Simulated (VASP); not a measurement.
Data:

```
CELL_PARAMETERS angstrom
      0.00000     2.46590     2.46590
      2.46590     0.00000     2.46590
      2.46590     2.46590     0.00000
ATOMIC_POSITIONS crystal
  Hf 0.00000 0.00000 0.00000
  O  0.25000 0.25000 0.25000
  O  0.75000 0.75000 0.75000
```

Level of theory: LDA (Ceperley-Alder, Perdew-Zunger), VASP's LDA PAW potentials (set 64) (plane waves; VASP). Run with 520 eV cut-off, 9×9×9 Γ-centred mesh, Gaussian smearing of 0.050 eV, potentials Hf_pv O.

### Question
Give the stress tensor in GPa (positive for a compressed cell).

### Answer

```
9.40  0.00  0.00
0.00  9.40  0.00
0.00  0.00  9.40
```
The pressure is its mean diagonal, 9.40 GPa.

The compound is HfO2 in the fluorite structure, the high-temperature cubic form, which is unstable at 0 K; the monoclinic form is the stable one. This cell is one point of a volume scan, at 0.97 of the reference volume.
